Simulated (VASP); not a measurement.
**CuRu with PBE: from relaxation to properties**

Wanted: the relaxed cell of CuRu and its properties. The steps: full relaxation (PBE), second relaxation, single point with fields (PBE), bands along the symmetry lines (PBE), density of states (PBE), zone-centre phonons (PBE) and field gradients at the nuclei (PBE). The cell is invented: it takes the structure of COD entry 9008813, CuPd (space group 221 there), with some of its atoms replaced by other elements, volume scaled by an estimate. It may not be a known or stable phase. Left out of this account: 1 further run (elastic: elastic constants of a metal on too coarse a mesh).

Calculated with VASP 6.6.1; PBE; plane waves and PAW (Ru_pv, Cu); invented cell.

## (1) The structure

Before any relaxation, the start is as follows. Symmetry: Pm-3m, No. 221, cubic system. Conventional cell: a = 2.938 Å, b = 2.938 Å, c = 2.938 Å, α = 90.00°, β = 90.00°, γ = 90.00°. Nearest to Ru lie 8 Cu at 2.54 Å. Cu has 8 Ru at 2.54 Å nearest. It derives from CuPd. it takes the structure of COD entry 9008813, CuPd (space group 221 there), with some of its atoms replaced by other elements, volume scaled by an estimate. Farther neighbours are not listed.

## (2) Full relaxation (PBE)

The start need not lie at this functional's minimum. ISIF = 3 frees volume, shape and positions, and EDIFFG sets the threshold on forces and stress at which the search stops. PBE, the usual starting point, adds the gradient of the density.

INCAR

```
SYSTEM = CuRu
PREC = Accurate
ENCUT = 400
EDIFF = 1E-06
NELM = 100
ISMEAR = 1
SIGMA = 0.2
LREAL = .FALSE.
ALGO = Normal
GGA = PE
LORBIT = 11
LWAVE = .FALSE.
LCHARG = .FALSE.
IBRION = 2
NSW = 60
ISIF = 3
EDIFFG = -0.01
```

POSCAR

```
CuRu
1.0
    2.9380580000      0.0000000000      0.0000000000
    0.0000000000      2.9380580000      0.0000000000
    0.0000000000      0.0000000000      2.9380580000
Ru Cu
1 1
Direct
    0.5000000000      0.5000000000      0.5000000000
    0.0000000000      0.0000000000      0.0000000000
```

KPOINTS

```
Automatic mesh
0
Gamma
8 8 8
0 0 0
```

PAW data sets: Ru_pv and Cu (PBE family, release 64).

Started as:

```
mpirun -np 1 vasp_std
```

Log:

```text
[banner, memory and clock lines left out]
running    1 mpi-ranks, on    1 nodes
 distrk:  each k-point on    1 cores,    1 groups
 distr:  one band on    1 cores,    1 groups

 POSCAR found type information on POSCAR RuCu
 POSCAR found :  2 types and       2 ions
 LDA part: xc-table for (Slater+PW92), standard interpolation
 POSCAR, INCAR and KPOINTS ok, starting setup
 FFT: planning ... GRIDC
 FFT: planning ... GRID_SOFT
 FFT: planning ... GRID
 WAVECAR not read
 entering main loop
       N       E                     dE             d eps       ncg     rms          rms(c)
DAV:   1     0.149797597595E+03    0.14980E+03   -0.12805E+04  1232   0.191E+03
DAV:   2    -0.103448377810E+02   -0.16014E+03   -0.15748E+03  1168   0.386E+02
DAV:   3    -0.141853059683E+02   -0.38405E+01   -0.37538E+01  1368   0.686E+01
DAV:   4    -0.142513674509E+02   -0.66061E-01   -0.66026E-01  1416   0.775E+00
DAV:   5    -0.142534341551E+02   -0.20667E-02   -0.20667E-02  1664   0.133E+00    0.160E+01
DAV:   6    -0.156268029334E+02   -0.13734E+01   -0.63277E+01  1200   0.219E+02    0.125E+01
DAV:   7    -0.120637983703E+02    0.35630E+01   -0.12947E+01  1408   0.911E+01    0.160E+00
DAV:   8    -0.120655559369E+02   -0.17576E-02   -0.67004E-01  1648   0.210E+01    0.178E+00
DAV:   9    -0.120472128101E+02    0.18343E-01   -0.20772E-01  1448   0.161E+01    0.752E-01
DAV:  10    -0.120384908974E+02    0.87219E-02   -0.36527E-02  1312   0.667E+00    0.696E-02
DAV:  11    -0.120387425100E+02   -0.25161E-03   -0.19282E-03  1736   0.137E+00    0.129E-01
DAV:  12    -0.120385179332E+02    0.22458E-03   -0.97015E-04  1328   0.113E+00    0.148E-02
DAV:  13    -0.120385195814E+02   -0.16482E-05   -0.36169E-05  1632   0.792E-02    0.941E-03
DAV:  14    -0.120385188369E+02    0.74446E-06   -0.14638E-06   864   0.439E-02
   1 F= -.12038519E+02 E0= -.12036283E+02  d E =-.120385E+02
 curvature:   0.00 expect dE= 0.000E+00 dE for cont linesearch  0.000E+00
 trial: gam= 0.00000 g(F)=  0.000E+00 g(S)=  0.239E-01 ort = 0.000E+00 (trialstep = 0.100E+01)
 search vector abs. value=  0.239E-01
 bond charge predicted
       N       E                     dE             d eps       ncg     rms          rms(c)
DAV:   1    -0.128796014748E+02   -0.84108E+00   -0.15977E+01  1264   0.791E+01    0.681E+00
DAV:   2    -0.121185172112E+02    0.76108E+00   -0.54341E+00  1376   0.525E+01    0.221E+00
DAV:   3    -0.121741797939E+02   -0.55663E-01   -0.16956E+00  1336   0.446E+01    0.315E+00
DAV:   4    -0.120429980329E+02    0.13118E+00   -0.28694E-01  1400   0.190E+01    0.107E+00
DAV:   5    -0.120381019686E+02    0.48961E-02   -0.99807E-02  1600   0.932E+00    0.609E-01
DAV:   6    -0.120330805235E+02    0.50214E-02   -0.18521E-02  1688   0.376E+00    0.134E-01
DAV:   7    -0.120330936110E+02   -0.13087E-04   -0.34143E-04  1360   0.232E-01    0.127E-01
DAV:   8    -0.120328589049E+02    0.23471E-03   -0.82387E-04  1560   0.950E-01    0.137E-02
DAV:   9    -0.120328624796E+02   -0.35747E-05   -0.45797E-05  1592   0.101E-01    0.615E-03
DAV:  10    -0.120328626142E+02   -0.13462E-06   -0.28019E-07   752   0.861E-03
   2 F= -.12032863E+02 E0= -.12030281E+02  d E =0.565622E-02
 trial-energy change:    0.005656  1 .order    0.006402   -0.023853    0.036657
 step:   0.4121(harm=  0.3942)  dis= 0.00000  next Energy=   -12.043486 (dE=-0.497E-02)
 bond charge predicted
       N       E                     dE             d eps       ncg     rms          rms(c)
DAV:   1    -0.123442339542E+02   -0.31137E+00   -0.53717E+00  1352   0.440E+01    0.451E+00
DAV:   2    -0.120864320539E+02    0.25780E+00   -0.22919E+00  1376   0.352E+01    0.153E+00
DAV:   3    -0.120941711120E+02   -0.77391E-02   -0.61549E-01  1304   0.276E+01    0.211E+00
DAV:   4    -0.120449463900E+02    0.49225E-01   -0.14259E-01  1408   0.129E+01    0.484E-01
DAV:   5    -0.120436299130E+02    0.13165E-02   -0.93646E-03  1560   0.118E+00    0.130E-01
DAV:   6    -0.120434588266E+02    0.17109E-03   -0.14377E-03  1536   0.103E+00    0.245E-02
DAV:   7    -0.120434530015E+02    0.58251E-05   -0.50051E-05  1792   0.116E-01    0.668E-03
DAV:   8    -0.120434523538E+02    0.64767E-06   -0.21628E-06   800   0.450E-02
   3 F= -.12043452E+02 E0= -.12041077E+02  d E =-.493352E-02
 curvature:  -0.20 expect dE=-0.361E-05 dE for cont linesearch -0.361E-05
 trial: gam= 0.00000 g(F)=  0.170E-68 g(S)=  0.183E-04 ort =-0.662E-03 (trialstep = 0.882E+00)
 search vector abs. value=  0.183E-04
 reached required accuracy - stopping structural energy minimisation
```

Run time: 29 s. Hardware: 1 MPI rank of AMD EPYC 7R43, shared host; peak memory 0.09 GiB.

The logs omit lines about the potential files and the build; timing stands in the text.

Parts of OUTCAR (step 2):

```text
ion  position               nearest neighbor table
   1  0.500  0.500  0.500-   2 2.54   2 2.54   2 2.54   2 2.54   2 2.54   2 2.54   2 2.54   2 2.54

  LATTYP: Found a simple cubic cell.
 ALAT       =     2.9380580000

 Subroutine GETGRP returns: Found 48 space group operations
 (whereof 48 operations were pure point group operations)

The static configuration has the point symmetry O_h .

 Found     35 irreducible k-points:

   k-points           NKPTS =     35   k-points in BZ     NKDIM =     35   number of bands    NBANDS=     16

   dimension x,y,z NGX =    20 NGY =   20 NGZ =   20
   dimension x,y,z NGXF=    40 NGYF=   40 NGZF=   40

   ENCUT  =  400.0 eV  29.40 Ry    5.42 a.u.   4.79  4.79  4.79*2*pi/ulx,y,z

   NELECT =      25.0000    total number of electrons

 k-points in reciprocal lattice and weights: Automatic mesh
   0.00000000  0.00000000  0.00000000       0.002
   0.12500000  0.00000000  0.00000000       0.012
   0.25000000  0.00000000  0.00000000       0.012
   0.37500000  0.00000000  0.00000000       0.012
   0.50000000  0.00000000  0.00000000       0.006
   0.12500000  0.12500000  0.00000000       0.023
   0.25000000  0.12500000  0.00000000       0.047
   0.37500000  0.12500000  0.00000000       0.047
   0.50000000  0.12500000  0.00000000       0.023
[...]
0.50000000  0.50000000  0.37500000       0.012
   0.50000000  0.50000000  0.50000000       0.002

 average (electrostatic) potential at core
       1 -69.6485       2 -61.5993

 E-fermi :  10.0378

 k-point     1 :       0.0000    0.0000    0.0000
  band No.  band energies     occupation
    ...
      7       6.7730      2.00000
      8       6.7730      2.00000
      9       6.7730      2.00000
     10       8.5546      2.00000
     11       8.5546      2.00000
     12      10.5665     -0.00119
     13      10.5665     -0.00119
     14      10.5665     -0.00119
     15      18.6387      0.00000
     16      18.6387      0.00000

 k-point     2 :       0.1250    0.0000    0.0000
  band No.  band energies     occupation
    ...
      7       6.7720      2.00000
      8       6.7720      2.00000
      9       6.8312      2.00000
     10       8.4134      2.00000
     11       8.6231      2.00000
     12      10.1762      0.08593
     13      10.1762      0.08593
     14      10.4981     -0.00537
     15      17.2177      0.00000
     16      19.3660      0.00000

 k-point     3 :       0.2500    0.0000    0.0000
  band No.  band energies     occupation
    ...
      9       6.9821      2.00000
     10       8.0072      2.00000
     11       8.7618      2.00000
     12       9.3666      2.00002
     13       9.3666      2.00002
     14      10.3227     -0.06166
     15      14.7730      0.00000
     16      21.1802      0.00000

  Total       -0.0159230     -0.0159230     -0.0159230      0.0000000      0.0000000     -0.0000000
  in kB       -0.9888686     -0.9888686     -0.9888686      0.0000000      0.0000000     -0.0000000
  external PRESSURE =      -0.9888686 kB  Pullay stress =       0.0000000 kB

  energy-cutoff  :      400.00
  volume of cell :       25.80
      direct lattice vectors                 reciprocal lattice vectors
     2.954826562 -0.000000000 -0.000000000     0.338429339  0.000000000 -0.000000000
     0.000000000  2.954826562  0.000000000     0.000000000  0.338429339 -0.000000000
     0.000000000  0.000000000  2.954826562     0.000000000 -0.000000000  0.338429339

 POSITION                                       TOTAL-FORCE (eV/Angst)
 -----------------------------------------------------------------------------------
      1.47741      1.47741      1.47741        -0.000000      0.000000      0.000000
      0.00000      0.00000      0.00000         0.000000      0.000000      0.000000
 -----------------------------------------------------------------------------------
    total drift:                               -0.000000      0.000000      0.000000

  FREE ENERGIE OF THE ION-ELECTRON SYSTEM (eV)
  ---------------------------------------------------
  free  energy   TOTEN  =       -12.0434523538 eV

  energy  without entropy=      -12.0363270185  energy(sigma->0) =      -12.04107724

 reached required accuracy - stopping structural energy minimisation

 total charge
# of ion       s       p       d       tot
------------------------------------------
    1        0.339   6.232   5.955  12.526
    2        0.510   0.478   9.099  10.087
--------------------------------------------------
tot          0.849   6.710  15.054  22.613

[... 3 further parts left out ...]
```

CONTCAR:

```
CuRu
   1.00000000000000
     2.9548265622746701   -0.0000000000000000   -0.0000000000000000
     0.0000000000000000    2.9548265622746701    0.0000000000000000
     0.0000000000000000    0.0000000000000000    2.9548265622746701
  Ru              Cu
     1     1
Direct
     0.5000000000000000    0.5000000000000000    0.5000000000000000
     0.0000000000000000    0.0000000000000000    0.0000000000000000
```

This run has no spin polarisation. Its electron count is odd, so without a moment it is a metal by construction. The k-mesh is coarse for a metal. The run keeps the 48 symmetry operations of its start, so it cannot find a distortion of lower symmetry.

Step by step:

```
step  energy less that of the first step (eV)  largest force (eV/Å)  pressure (GPa)  volume (Å³)
   1                                   0.0000                0.0000            3.63        25.36
   2                                   0.0057                0.0000           -5.35        26.43
   3                                  -0.0049                0.0000           -0.10        25.80
```

```csv
"conventional cell, symmetrised",before,after,change
a (Å),2.938,2.955,+0.6 %
b (Å),2.938,2.955,+0.6 %
c (Å),2.938,2.955,+0.6 %
volume (Å³/atom),12.68,12.90,+1.7 %
```

The relaxed structure:

```
Ru Cu
1.0
     2.95483    0.00000    0.00000
     0.00000    2.95483    0.00000
     0.00000    0.00000    2.95483
Ru Cu
1 1
Direct
  0.50000 0.50000 0.50000
  0.00000 0.00000 0.00000
```

This step gave:

- electrons: 25
- bands: 16
- irreducible k-points: 35
- symmetry operations: 48
- free energy (TOTEN): -12.04 eV
- energy at zero smearing: -12.04 eV
- Fermi energy: 10.04 eV
- pressure: -0.09889 GPa
- metallic: yes
- SCF cycles over all ionic steps: 32

It ends with forces that vanish by symmetry and a pressure of -0.10 GPa.

## (3) Second relaxation

The basis stayed that of the start cell while the cell moved. A rerun from the cell reached resets it; the error of the finite cutoff stays.

INCAR is that of step 2.

POSCAR

```
CuRu
1.0
    2.9548265623      0.0000000000      0.0000000000
    0.0000000000      2.9548265623      0.0000000000
    0.0000000000      0.0000000000      2.9548265623
Ru Cu
1 1
Direct
    0.5000000000      0.5000000000      0.5000000000
    0.0000000000      0.0000000000      0.0000000000
```

KPOINTS is that of step 2.

Started as:

```
mpirun -np 1 vasp_std
```

Log:

```text
[... set-up lines as in an earlier step ...]
 entering main loop
       N       E                     dE             d eps       ncg     rms          rms(c)
DAV:   1     0.158143352033E+03    0.15814E+03   -0.12723E+04  1232   0.189E+03
DAV:   2    -0.992103348898E+01   -0.16806E+03   -0.16509E+03  1168   0.399E+02
DAV:   3    -0.141743755543E+02   -0.42533E+01   -0.42267E+01  1376   0.734E+01
DAV:   4    -0.142557781629E+02   -0.81403E-01   -0.81283E-01  1456   0.846E+00
DAV:   5    -0.142581870886E+02   -0.24089E-02   -0.24088E-02  1640   0.143E+00    0.157E+01
DAV:   6    -0.157247800311E+02   -0.14666E+01   -0.64817E+01  1192   0.221E+02    0.125E+01
DAV:   7    -0.120744829122E+02    0.36503E+01   -0.13127E+01  1424   0.898E+01    0.166E+00
DAV:   8    -0.120733103436E+02    0.11726E-02   -0.74172E-01  1664   0.224E+01    0.177E+00
DAV:   9    -0.120565074312E+02    0.16803E-01   -0.23179E-01  1464   0.169E+01    0.822E-01
DAV:  10    -0.120459273720E+02    0.10580E-01   -0.42948E-02  1360   0.723E+00    0.666E-02
DAV:  11    -0.120461993321E+02   -0.27196E-03   -0.19068E-03  1712   0.130E+00    0.131E-01
DAV:  12    -0.120459789703E+02    0.22036E-03   -0.12227E-03  1352   0.126E+00    0.307E-02
DAV:  13    -0.120459721734E+02    0.67969E-05   -0.56533E-05  1728   0.187E-01    0.103E-02
DAV:  14    -0.120459712340E+02    0.93937E-06   -0.19308E-06   952   0.453E-02
   1 F= -.12045971E+02 E0= -.12043595E+02  d E =-.120460E+02
 curvature:   0.00 expect dE= 0.000E+00 dE for cont linesearch  0.000E+00
 trial: gam= 0.00000 g(F)=  0.000E+00 g(S)=  0.173E-03 ort = 0.000E+00 (trialstep = 0.100E+01)
 search vector abs. value=  0.173E-03
 bond charge predicted
       N       E                     dE             d eps       ncg     rms          rms(c)
DAV:   1    -0.120519802617E+02   -0.60081E-02   -0.11474E-01  1312   0.654E+00    0.620E-01
DAV:   2    -0.120465614186E+02    0.54188E-02   -0.39605E-02  1416   0.486E+00    0.204E-01
DAV:   3    -0.120469029505E+02   -0.34153E-03   -0.12955E-02  1376   0.400E+00    0.301E-01
DAV:   4    -0.120458323809E+02    0.10706E-02   -0.27479E-03  1384   0.188E+00    0.742E-02
DAV:   5    -0.120457961577E+02    0.36223E-04   -0.24813E-04  1608   0.335E-01    0.112E-02
DAV:   6    -0.120457950080E+02    0.11497E-05   -0.24068E-05  1328   0.568E-02    0.429E-03
DAV:   7    -0.120457944331E+02    0.57495E-06   -0.33206E-07   720   0.107E-02
   2 F= -.12045794E+02 E0= -.12043450E+02  d E =0.176801E-03
 trial-energy change:    0.000177  1 .order    0.000116   -0.000173    0.000405
 step:   0.1988(harm=  0.2998)  dis= 0.00000  next Energy=   -12.045988 (dE=-0.167E-04)
 bond charge predicted
       N       E                     dE             d eps       ncg     rms          rms(c)
DAV:   1    -0.120499897906E+02   -0.41948E-02   -0.73946E-02  1336   0.529E+00    0.496E-01
DAV:   2    -0.120464449688E+02    0.35448E-02   -0.25875E-02  1400   0.384E+00    0.157E-01
DAV:   3    -0.120466587251E+02   -0.21376E-03   -0.78269E-03  1320   0.311E+00    0.232E-01
DAV:   4    -0.120460082519E+02    0.65047E-03   -0.15956E-03  1392   0.144E+00    0.614E-02
DAV:   5    -0.120459727838E+02    0.35468E-04   -0.18799E-04  1592   0.326E-01    0.124E-02
DAV:   6    -0.120459712739E+02    0.15100E-05   -0.21153E-05  1656   0.725E-02    0.328E-03
DAV:   7    -0.120459715574E+02   -0.28351E-06   -0.20872E-07   640   0.690E-03
   3 F= -.12045972E+02 E0= -.12043604E+02  d E =-.323369E-06
 curvature:  -0.15 expect dE=-0.170E-05 dE for cont linesearch -0.170E-05
 trial: gam= 0.00000 g(F)=  0.592E-65 g(S)=  0.116E-04 ort =-0.448E-04 (trialstep = 0.840E+00)
 search vector abs. value=  0.116E-04
 reached required accuracy - stopping structural energy minimisation
```

Elapsed: 24 s, on 1 MPI rank; peak memory 0.09 GiB.

From OUTCAR (step 3):

```text
  LATTYP: Found a simple cubic cell.
 ALAT       =     2.9548265623

The static configuration has the point symmetry O_h .

 Found     35 irreducible k-points:

   ENCUT  =  400.0 eV  29.40 Ry    5.42 a.u.   4.82  4.82  4.82*2*pi/ulx,y,z

   NELECT =      25.0000    total number of electrons

 E-fermi :  10.0487

 k-point     1 :       0.0000    0.0000    0.0000
  band No.  band energies     occupation
    ...
      7       6.7811      2.00000
      8       6.7811      2.00000
      9       6.7811      2.00000
     10       8.5643      2.00000
     11       8.5643      2.00000
     12      10.5781     -0.00117
     13      10.5781     -0.00117
     14      10.5781     -0.00117
     15      18.6528      0.00000
     16      18.6528      0.00000

 k-point     2 :       0.1250    0.0000    0.0000
  band No.  band energies     occupation
    ...
      7       6.7800      2.00000
      8       6.7800      2.00000
      9       6.8394      2.00000
     10       8.4229      2.00000
     11       8.6328      2.00000
     12      10.1872      0.08547
     13      10.1872      0.08547
     14      10.5096     -0.00531
     15      17.2317      0.00000
     16      19.3808      0.00000

  Total        0.0126569      0.0126569      0.0126569      0.0000000     -0.0000000     -0.0000000
  in kB        0.7865885      0.7865885      0.7865885      0.0000000     -0.0000000     -0.0000000
  external PRESSURE =       0.7865885 kB  Pullay stress =       0.0000000 kB

  energy-cutoff  :      400.00
  volume of cell :       25.78
      direct lattice vectors                 reciprocal lattice vectors
     2.954133134 -0.000000000  0.000000000     0.338508779  0.000000000 -0.000000000
    -0.000000000  2.954133134  0.000000000     0.000000000  0.338508779 -0.000000000
     0.000000000  0.000000000  2.954133134    -0.000000000 -0.000000000  0.338508779

 POSITION                                       TOTAL-FORCE (eV/Angst)
 -----------------------------------------------------------------------------------
      1.47707      1.47707      1.47707        -0.000000     -0.000000      0.000000
      0.00000      0.00000      0.00000         0.000000      0.000000      0.000000
 -----------------------------------------------------------------------------------
    total drift:                               -0.000000      0.000000      0.000000

  FREE ENERGIE OF THE ION-ELECTRON SYSTEM (eV)
  ---------------------------------------------------
  free  energy   TOTEN  =       -12.0459715574 eV

  energy  without entropy=      -12.0388678989  energy(sigma->0) =      -12.04360367

 total charge
# of ion       s       p       d       tot
------------------------------------------
    1        0.340   6.232   5.955  12.527
    2        0.510   0.478   9.099  10.088
--------------------------------------------------
tot          0.850   6.711  15.054  22.615

[... 5 parts as in an earlier step ...]

[... 6 further parts left out ...]
```

CONTCAR:

```
CuRu
   1.00000000000000
     2.9541331335620393   -0.0000000000000000    0.0000000000000000
    -0.0000000000000000    2.9541331335620393    0.0000000000000000
     0.0000000000000000    0.0000000000000000    2.9541331335620393
  Ru              Cu
     1     1
Direct
     0.5000000000000000    0.5000000000000000    0.5000000000000000
     0.0000000000000000    0.0000000000000000    0.0000000000000000
```

Little changed from the start: no atom moved by 0.005 Å and no cell edge by 0.1 %.

Numbers from this step:

```yaml
free_energy_toten: -12.05 eV
fermi_energy: 10.05 eV
pressure: 0.07866 GPa
scf_cycles_over_all_ionic_steps: 28
```

It ends with forces that vanish by symmetry and a pressure of 0.08 GPa. The volume moved by only 0.07 %, so the volume is settled.

(Part 1 of 3 ends here.)

[Lines on the potential files, build, host, timing and source positions are cut from VASP's logs without a mark.]

[Logs are printed without paths, hosts, clocks, repeated set-up lines and the standing remarks that a program may print on its own settings, such as how far it seeks lower states.]

[Hosts, paths, dates, database ids (printed as entryN), source tags and the programs' standing remarks are cut or masked in the printed files.]

[A measured line is paired with the nearest computed mode of its activity, which favours agreement.]
